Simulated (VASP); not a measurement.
Output of a VASP run:

File OSZICAR:
```
...
RMM:   4    -0.412220361905E+03    0.12873E-06   -0.69622E-07   246   0.207E-03
  21 F= -.41222036E+03 E0= -.41222036E+03  d E =-.709357E-03  mag=     3.0000
       N       E                     dE             d eps       ncg     rms          rms(c)
DAV:   1    -0.412220684538E+03   -0.32250E-03   -0.29823E-01   720   0.139E+00    0.975E-02
RMM:   2    -0.412221089779E+03   -0.40524E-03   -0.49944E-03   720   0.155E-01    0.428E-02
RMM:   3    -0.412221150530E+03   -0.60751E-04   -0.93215E-04   805   0.599E-02    0.318E-02
RMM:   4    -0.412221131734E+03    0.18796E-04   -0.10269E-04   725   0.233E-02    0.149E-02
RMM:   5    -0.412221130309E+03    0.14257E-05   -0.40230E-05   550   0.137E-02
  22 F= -.41222113E+03 E0= -.41222113E+03  d E =-.768403E-03  mag=     3.0000
       N       E                     dE             d eps       ncg     rms          rms(c)
DAV:   1    -0.412221128095E+03    0.36390E-05   -0.69343E-03   832   0.212E-01    0.166E-02
RMM:   2    -0.412221139097E+03   -0.11002E-04   -0.13652E-04   725   0.256E-02    0.726E-03
RMM:   3    -0.412221140867E+03   -0.17702E-05   -0.23078E-05   479   0.101E-02    0.535E-03
RMM:   4    -0.412221140642E+03    0.22465E-06   -0.41962E-06   422   0.435E-03
  23 F= -.41222114E+03 E0= -.41222114E+03  d E =-.778737E-03  mag=     3.0000
       N       E                     dE             d eps       ncg     rms          rms(c)
DAV:   1    -0.412221091390E+03    0.49477E-04   -0.27636E-01   720   0.135E+00    0.956E-02
RMM:   2    -0.412221483320E+03   -0.39193E-03   -0.47433E-03   721   0.152E-01    0.417E-02
RMM:   3    -0.412221542647E+03   -0.59327E-04   -0.88017E-04   808   0.581E-02    0.316E-02
RMM:   4    -0.412221524168E+03    0.18479E-04   -0.97083E-05   724   0.228E-02    0.147E-02
RMM:   5    -0.412221523225E+03    0.94285E-06   -0.37645E-05   531   0.133E-02
  24 F= -.41222152E+03 E0= -.41222152E+03  d E =-.382583E-03  mag=     3.0000
       N       E                     dE             d eps       ncg     rms          rms(c)
DAV:   1    -0.412221538372E+03   -0.14204E-04   -0.10948E-02   768   0.268E-01    0.182E-02
RMM:   2    -0.412221552212E+03   -0.13840E-04   -0.17046E-04   720   0.288E-02    0.803E-03
RMM:   3    -0.412221553449E+03   -0.12373E-05   -0.25991E-05   498   0.107E-02    0.530E-03
RMM:   4    -0.412221553001E+03    0.44796E-06   -0.39507E-06   425   0.440E-03
  25 F= -.41222155E+03 E0= -.41222155E+03  d E =-.412359E-03  mag=     3.0000
       N       E                     dE             d eps       ncg     rms          rms(c)
DAV:   1    -0.412221410756E+03    0.14269E-03   -0.16901E-01   720   0.106E+00    0.785E-02
RMM:   2    -0.412221671482E+03   -0.26073E-03   -0.30823E-03   721   0.122E-01    0.337E-02
RMM:   3    -0.412221703205E+03   -0.31723E-04   -0.51351E-04   785   0.454E-02    0.236E-02
RMM:   4    -0.412221693535E+03    0.96707E-05   -0.63903E-05   684   0.182E-02
  26 F= -.41222169E+03 E0= -.41222169E+03  d E =-.140534E-03  mag=     3.0000
       N       E                     dE             d eps       ncg     rms          rms(c)
DAV:   1    -0.412221739246E+03   -0.36040E-04   -0.23455E-02   728   0.394E-01    0.284E-02
RMM:   2    -0.412221775383E+03   -0.36137E-04   -0.42602E-04   720   0.452E-02    0.120E-02
RMM:   3    -0.412221778411E+03   -0.30288E-05   -0.60975E-05   582   0.162E-02    0.814E-03
RMM:   4    -0.412221777042E+03    0.13692E-05   -0.89274E-06   426   0.676E-03
  27 F= -.41222178E+03 E0= -.41222178E+03  d E =-.224041E-03  mag=     3.0000
```

**OUTCAR**
```
------------------------ aborting loop because EDIFF is reached ----------------------------------------
  FORCE on cell =-STRESS in cart. coord.  units (eV):
  Direction    XX          YY          ZZ          XY          YZ          ZX
  --------------------------------------------------------------------------------------
  Total        8.4691603     12.3565842      9.4521569     -3.6032672     -0.3237785     -0.2551878
  in kB       15.6563815     22.8428073     17.4735829     -6.6611239     -0.5985481     -0.4717490
  external PRESSURE =      18.6575905 kB  Pullay stress =       0.0000000 kB
  volume of cell :      866.68
      direct lattice vectors                 reciprocal lattice vectors
     4.868317893 -8.432173817  0.000000000     0.102704879 -0.059296690  0.000000000
     4.868317893  8.432173817  0.000000000     0.102704879  0.059296690  0.000000000
     0.000000000  0.000000000 10.556283981     0.000000000  0.000000000  0.094730305
  FREE ENERGIE OF THE ION-ELECTRON SYSTEM (eV)
  ---------------------------------------------------
  free  energy   TOTEN  =      -412.2217770421 eV

  energy  without entropy=     -412.2217770421  energy(sigma->0) =     -412.22177704

 total charge

# of ion       s       p       d       tot
------------------------------------------
    1        0.999   1.352   0.359   2.710
    2        1.001   1.356   0.361   2.717
    3        1.001   1.360   0.362   2.724
    4        0.998   1.346   0.357   2.702
    5        1.000   1.358   0.362   2.720
    6        1.001   1.356   0.361   2.718
    7        1.000   1.360   0.362   2.723
    8        1.006   1.384   0.372   2.762
    9        1.001   1.352   0.359   2.712
   10        1.000   1.351   0.358   2.709
   11        1.000   1.352   0.359   2.711
   12        1.001   1.325   0.345   2.671
   13        0.999   1.351   0.359   2.709
   14        0.998   1.350   0.359   2.707
   15        1.001   1.360   0.362   2.723
   16        1.017   1.121   0.253   2.391
   17        1.066   1.144   0.237   2.447
   18        1.001   1.364   0.365   2.730
   19        0.999   1.356   0.363   2.718
   20        1.054   1.146   0.244   2.444
   21        1.000   1.346   0.357   2.703
   22        1.000   1.351   0.358   2.709
   23        1.002   1.360   0.362   2.724
   24        1.001   1.320   0.343   2.663
   25        1.000   1.350   0.358   2.709
   26        1.001   1.356   0.361   2.717
   27        1.001   1.358   0.361   2.720
   28        0.998   1.346   0.357   2.701
   29        1.000   1.358   0.362   2.719
   30        1.001   1.363   0.365   2.730
   31        1.000   1.361   0.363   2.724
   32        1.059   1.147   0.242   2.448
   33        1.000   1.347   0.357   2.703
   34        1.000   1.353   0.359   2.712
   35        1.002   1.361   0.362   2.725
   36        0.999   1.350   0.358   2.706
   37        1.248   2.415   0.000   3.663
   38        1.241   2.449   0.000   3.689
   39        1.241   2.449   0.000   3.690
   40        1.241   2.449   0.000   3.690
   41        1.246   2.448   0.000   3.693
   42        1.241   2.452   0.000   3.693
   43        1.241   2.450   0.000   3.692
   44        1.241   2.451   0.000   3.692
   45        1.240   2.453   0.000   3.693
   46        1.241   2.446   0.000   3.688
   47        1.241   2.447   0.000   3.689
   48        1.241   2.450   0.000   3.691
...
```
(Selected blocks of OUTCAR.)

**POSCAR**
```
Ga36N35
1
    4.8683178927    -8.4321738171     0.0000000000
    4.8683178927     8.4321738171     0.0000000000
    0.0000000000     0.0000000000    10.5562839806
Ga N
36 35
Direct
  0.2222220000   0.1111110000   0.2500000000
  0.1111110000   0.2222220000   0.0000000000
  0.2222220000   0.1111110000   0.7500000000
  0.1111110000   0.2222220000   0.5000000000
  0.2222220000   0.4444440000   0.2500000000
  0.1111110000   0.5555560000   0.0000000000
  0.2222220000   0.4444440000   0.7500000000
  0.1111110000   0.5555560000   0.5000000000
  0.2222220000   0.7777780000   0.2500000000
  0.1111110000   0.8888890000   0.0000000000
  0.2222220000   0.7777780000   0.7500000000
  0.1111110000   0.8888890000   0.5000000000
  0.5555560000   0.1111110000   0.2500000000
  0.4444440000   0.2222220000   0.0000000000
  0.5555560000   0.1111110000   0.7500000000
  0.4421790000   0.2200230000   0.4968720000
  0.5545870000   0.4384080000   0.2463480000
  0.4444440000   0.5555560000   0.0000000000
  0.5555560000   0.4444440000   0.7500000000
  0.4395550000   0.5501220000   0.5034650000
  0.5555560000   0.7777780000   0.2500000000
  0.4444440000   0.8888890000   0.0000000000
  0.5555560000   0.7777780000   0.7500000000
  0.4444440000   0.8888890000   0.5000000000
  0.8888890000   0.1111110000   0.2500000000
  0.7777780000   0.2222220000   0.0000000000
  0.8888890000   0.1111110000   0.7500000000
  0.7777780000   0.2222220000   0.5000000000
  0.8888890000   0.4444440000   0.2500000000
  0.7777780000   0.5555560000   0.0000000000
  0.8888890000   0.4444440000   0.7500000000
  0.7760360000   0.5537090000   0.5038200000
  0.8888890000   0.7777780000   0.2500000000
  0.7777780000   0.8888890000   0.0000000000
  0.8888890000   0.7777780000   0.7500000000
  0.7777780000   0.8888890000   0.5000000000
  0.2239110000   0.1170520000   0.4344490000
  0.1111110000   0.2222220000   0.1885000000
  0.2222220000   0.1111110000   0.9385000000
  0.1111110000   0.2222220000   0.6885000000
  0.2174900000   0.4446560000   0.4347650000
  0.1111110000   0.5555560000   0.1885000000
  0.2222220000   0.4444440000   0.9385000000
  0.1111110000   0.5555560000   0.6885000000
  0.2222220000   0.7777780000   0.4385000000
  0.1111110000   0.8888890000   0.1885000000
  0.2222220000   0.7777780000   0.9385000000
  0.1111110000   0.8888890000   0.6885000000
  0.5574610000   0.1172660000   0.4349410000
  0.4427000000   0.2158220000   0.1881800000
  0.5555560000   0.1111110000   0.9385000000
  0.4463350000   0.2261090000   0.6891220000
  0.4452980000   0.5516620000   0.1931410000
  0.5555560000   0.4444440000   0.9385000000
  0.4492170000   0.5551140000   0.6884760000
  0.5615610000   0.7803130000   0.4357970000
  0.4444440000   0.8888890000   0.1885000000
  0.5555560000   0.7777780000   0.9385000000
  0.4444440000   0.8888890000   0.6885000000
  0.8888890000   0.1111110000   0.4385000000
  0.7777780000   0.2222220000   0.1885000000
  0.8888890000   0.1111110000   0.9385000000
  0.7777780000   0.2222220000   0.6885000000
  0.8895540000   0.4395230000   0.4346840000
  0.7842390000   0.5568250000   0.1885870000
  0.8888890000   0.4444440000   0.9385000000
  0.7728730000   0.5509890000   0.6918460000
  0.8844340000   0.7747180000   0.4387610000
  0.7777780000   0.8888890000   0.1885000000
  0.8888890000   0.7777780000   0.9385000000
  0.7777780000   0.8888890000   0.6885000000
```

Q: Write an INCAR and KPOINTS that could have produced this output.

A: Several could match; the one computed here: the input of the run itself, PBE GGA, plane waves, VASP's PBE PAW potentials (set 64).

INCAR:
```
SYSTEM = Ga36N35
PREC = Normal
ENCUT = 400
EDIFF = 1E-5
NELM = 100
ALGO = Fast
LREAL = Auto
LASPH = .TRUE.
ISMEAR = 0
SIGMA = 0.05
GGA = PE
LMAXMIX = 4
LWAVE = .FALSE.
LCHARG = .FALSE.
NELMIN = 4
ISYM = 0
NELECT = 285.0
ISPIN = 2
NUPDOWN = 3
MAGMOM = 71*0.0423
LORBIT = 10
IBRION = 2
ISIF = 2
NSW = 60
EDIFFG = -0.03
```

**KPOINTS**
```
Regular mesh
0
gamma
 1 1 1
```

POTCAR, in this order: Ga N (PBE.64 set). Program: vasp_gam.

At this cut-off the stress carries a Pulay error, which pulls relaxed volumes low. The cell is charged, with a uniform compensating background. The supercell is sampled at Γ alone, which is coarse: total energies, pressure and levels can be off, energies of defects by several tenths of an eV.

The cell is a supercell with a defect, built from GaN (wurtzite): vac_N, charge -2.
